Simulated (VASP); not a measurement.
Here is the system:

```yaml
crystal:
  lattice:
    - [0.00000, 2.31573, 2.31573]
    - [2.31573, 0.00000, 2.31573]
    - [2.31573, 2.31573, 0.00000]
  atoms:
    - { symbol: Hf, position: [0.00000, 0.00000, 0.00000] }
    - { symbol: C, position: [0.50000, 0.50000, 0.50000] }
```

Method: optB86b-vdW, VASP's PBE PAW potentials (set 64) (plane waves; VASP). Numerical set-up: 520 eV cut-off, Gaussian smearing of 0.050 eV, potentials Hf_pv C.

Unless said otherwise, spin-orbit coupling is left out, though it shifts the bands of the heavy elements here.

### Question
Predict the band gap (along the path) with the smallest direct gap where there is one.

### Answer

- band gap (along the path) = none (metal, semimetal or under 0.01 eV)

Only differences to runs with the same potentials and settings are physical.

The compound is HfC in the rock salt structure. It was relaxed first.
